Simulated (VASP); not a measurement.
All values below come from PBEsol GGA, VASP's PBE PAW potentials (set 64) (plane waves; VASP).

Input for VASP

File KPOINTS:
```
Automatic mesh
0
Gamma
7 7 7
0 0 0
```

POSCAR:
```
LaPt2
1
    0.0000000000     3.8379820000     3.8379820000
    3.8379820000     0.0000000000     3.8379820000
    3.8379820000     3.8379820000     0.0000000000
La Pt
2 4
Direct
  0.5000000000   0.5000000000   0.5000000000
  0.7500000000   0.7500000000   0.7500000000
  0.1250000000   0.1250000000   0.1250000000
  0.6250000000   0.1250000000   0.1250000000
  0.1250000000   0.1250000000   0.6250000000
  0.1250000000   0.6250000000   0.1250000000
```

**INCAR**
```
ENCUT = 300
LWAVE = .FALSE.
EDIFF = 1E-6
LMAXMIX = 6   # l cut-off of mixed one-centre charges
GGA = PS   # PBEsol
LCHARG = .FALSE.
LASPH = .TRUE.   # aspherical one-centre terms
LREAL = .FALSE.   # projection in real space or not
ISMEAR = 0   # Gaussian
NELM = 100
SIGMA = 0.2   # width (eV)
ALGO = Normal
ISIF = 2
PREC = Accurate
SYSTEM = LaPt2
```

POTCAR, in this order: La Pt (PBE.64 set). Program: vasp_std.

The resulting files:

### OUTCAR
```
 ion  position               nearest neighbor table
   1  0.500  0.500  0.500-   3 3.18   5 3.18   6 3.18   3 3.18   4 3.18   5 3.18   3 3.18   4 3.18
                             6 3.18   4 3.18   5 3.18   6 3.18   2 3.32   2 3.32   2 3.32   2 3.32
   2  0.750  0.750  0.750-   4 3.18   5 3.18   6 3.18   3 3.18   4 3.18   6 3.18   3 3.18   4 3.18
                             5 3.18   3 3.18   5 3.18   6 3.18   1 3.32   1 3.32   1 3.32   1 3.32
   3  0.125  0.125  0.125-   4 2.71   5 2.71   6 2.71   5 2.71   6 2.71   4 2.71   1 3.18   2 3.18
                             1 3.18   2 3.18   1 3.18   2 3.18
   4  0.625  0.125  0.125-   3 2.71   5 2.71   6 2.71   3 2.71   5 2.71   6 2.71   2 3.18   1 3.18
                             1 3.18   2 3.18   2 3.18   1 3.18
   5  0.125  0.125  0.625-   3 2.71   3 2.71   4 2.71   6 2.71   6 2.71   4 2.71   1 3.18   2 3.18
                             1 3.18   2 3.18   1 3.18   2 3.18
   6  0.125  0.625  0.125-   3 2.71   5 2.71   3 2.71   4 2.71   5 2.71   4 2.71   2 3.18   1 3.18
                             2 3.18   2 3.18   1 3.18   1 3.18
  LATTYP: Found a face centered cubic cell.
 ALAT       =     7.6759640000
 Subroutine PRICEL returns:
 Original cell was already a primitive cell.
 Subroutine GETGRP returns: Found 48 space group operations
The static configuration has the point symmetry T_d .
 The point group associated with its full space group is O_h .
The dynamic configuration has the point symmetry T_d .
 Subroutine INISYM returns: Found 48 space group operations
 Subroutine IBZKPT returns following result:
 Found     20 irreducible k-points:

 Following reciprocal coordinates:
            Coordinates               Weight
  0.000000  0.000000  0.000000      1.000000
  0.142857  0.000000  0.000000      8.000000
  0.285714  0.000000  0.000000      8.000000
  0.428571  0.000000  0.000000      8.000000
  0.142857  0.142857  0.000000      6.000000
  0.285714  0.142857  0.000000     24.000000
  0.428571  0.142857  0.000000     24.000000
 -0.428571  0.142857  0.000000     24.000000
 -0.285714  0.142857  0.000000     24.000000
 -0.142857  0.142857  0.000000     12.000000
  0.285714  0.285714  0.000000      6.000000
  0.428571  0.285714  0.000000     24.000000
 -0.428571  0.285714  0.000000     24.000000
 -0.285714  0.285714  0.000000     12.000000
  0.428571  0.428571  0.000000      6.000000
 -0.428571  0.428571  0.000000     12.000000
  0.428571  0.285714  0.142857     24.000000
 -0.428571  0.285714  0.142857     48.000000
 -0.428571  0.428571  0.142857     24.000000
 -0.285714  0.428571  0.142857     24.000000
   k-points           NKPTS =     20   k-points in BZ     NKDIM =     20   number of bands    NBANDS=     37
   number of dos      NEDOS =    301   number of ions     NIONS =      6
   total plane-waves  NPLWV =  32768
   dimension x,y,z NGX =    32 NGY =   32 NGZ =   32
   dimension x,y,z NGXF=    64 NGYF=   64 NGZF=   64
   ions per type =               2   4
   PREC   = accura    normal or accurate (medium, high low for compatibility)
   ISTART =      0    job   : 0-new  1-cont  2-samecut
   ICHARG =      2    charge: 1-file 2-atom 10-const
   ISPIN  =      1    spin polarized calculation?
   LNONCOLLINEAR =      F non collinear calculations
   LSORBIT =      F    spin-orbit coupling
   INIWAV =      1    electr: 0-lowe 1-rand  2-diag
   ENCUT  =  300.0 eV  22.05 Ry    4.70 a.u.   7.67  7.67  7.67*2*pi/ulx,y,z
   NELM   =    100;   NELMIN=  2; NELMDL= -5     # of ELM steps
   EDIFF  = 0.1E-05   stopping-criterion for ELM
   LREAL  =      F    real-space projection
   NLSPLINE    = F    spline interpolate recip. space projectors
   LMAXMIX     =    6 max onsite mixed and CHGCAR
   VOSKOWN=      0    Vosko Wilk Nusair interpolation
   EDIFFG = 0.1E-04   stopping-criterion for IOM
   NSW    =      0    number of steps for IOM
   NBLOCK =      1;   KBLOCK =      1    inner block; outer block
   IBRION =     -1    ionic relax: 0-MD 1-quasi-New 2-CG
   NFREE  =      0    steps in history (QN), initial steepest desc. (CG)
   ISIF   =      2    stress and relaxation
   ISYM   =      2    0-nonsym 1-usesym 2-fastsym
   TEIN   =    0.0    initial temperature
...
```

File OSZICAR:
```
       N       E                     dE             d eps       ncg     rms          rms(c)
DAV:   1     0.488891105736E+03    0.48889E+03   -0.17406E+04  1520   0.166E+03
DAV:   2     0.720580101757E+02   -0.41683E+03   -0.39372E+03  1744   0.347E+02
DAV:   3    -0.254517602023E+02   -0.97510E+02   -0.93998E+02  2272   0.158E+02
DAV:   4    -0.468802023024E+02   -0.21428E+02   -0.20100E+02  2856   0.674E+01
DAV:   5    -0.505821859772E+02   -0.37020E+01   -0.33440E+01  2648   0.238E+01    0.249E+01
DAV:   6    -0.490393747750E+02    0.15428E+01   -0.17868E+02  2624   0.895E+01    0.157E+01
DAV:   7    -0.457922596934E+02    0.32471E+01   -0.25068E+01  2472   0.413E+01    0.769E+00
DAV:   8    -0.451782472158E+02    0.61401E+00   -0.92232E+00  2576   0.172E+01    0.382E+00
DAV:   9    -0.450204552505E+02    0.15779E+00   -0.17268E+00  2744   0.945E+00    0.893E-01
DAV:  10    -0.450291988666E+02   -0.87436E-02   -0.85655E-02  2624   0.210E+00    0.454E-01
DAV:  11    -0.450266715121E+02    0.25274E-02   -0.12700E-02  2776   0.874E-01    0.267E-01
DAV:  12    -0.450258080870E+02    0.86343E-03   -0.11616E-02  2464   0.793E-01    0.874E-02
DAV:  13    -0.450257446820E+02    0.63405E-04   -0.14601E-03  2544   0.301E-01    0.209E-02
DAV:  14    -0.450257418435E+02    0.28385E-05   -0.83376E-05  2680   0.784E-02    0.787E-03
DAV:  15    -0.450257417942E+02    0.49293E-07   -0.77258E-06  2240   0.182E-02
   1 F= -.45025742E+02 E0= -.45003014E+02  d E =-.454550E-01
```

OUTCAR:
```
------------------------ aborting loop because EDIFF is reached ----------------------------------------
  FORCE on cell =-STRESS in cart. coord.  units (eV):
  Direction    XX          YY          ZZ          XY          YZ          ZX
  --------------------------------------------------------------------------------------
  Total        2.9834882      2.9834882      2.9834882     -0.0000000      0.0000000     -0.0000000
  in kB       42.2762163     42.2762163     42.2762163     -0.0000000      0.0000000     -0.0000000
  external PRESSURE =      42.2762163 kB  Pullay stress =       0.0000000 kB
  volume of cell :      113.07
      direct lattice vectors                 reciprocal lattice vectors
     0.000000000  3.837982000  3.837982000    -0.130276797  0.130276797  0.130276797
     3.837982000  0.000000000  3.837982000     0.130276797 -0.130276797  0.130276797
     3.837982000  3.837982000  0.000000000     0.130276797  0.130276797 -0.130276797
 POSITION                                       TOTAL-FORCE (eV/Angst)
 -----------------------------------------------------------------------------------
      3.83798      3.83798      3.83798         0.000000      0.000000      0.000000
      5.75697      5.75697      5.75697        -0.000000     -0.000000     -0.000000
      0.95950      0.95950      0.95950        -0.000000      0.000000     -0.000000
      0.95950      2.87849      2.87849        -0.000000      0.000000     -0.000000
      2.87849      2.87849      0.95950        -0.000000      0.000000     -0.000000
      2.87849      0.95950      2.87849        -0.000000      0.000000     -0.000000
 -----------------------------------------------------------------------------------
    total drift:                                0.000000     -0.000000      0.000000
  FREE ENERGIE OF THE ION-ELECTRON SYSTEM (eV)
  ---------------------------------------------------
  free  energy   TOTEN  =       -45.0257417942 eV

  energy  without entropy=      -44.9802867476  energy(sigma->0) =      -45.00301427
```
(Selected blocks of OUTCAR.)

At this cut-off the stress carries a Pulay error, which pulls relaxed volumes low.

The structure comes from a computed database's LaPt2 entry; how it stands against other phases isn't given here. The cell was not relaxed at this level, and its volume differs by -5.9 % from the start's.
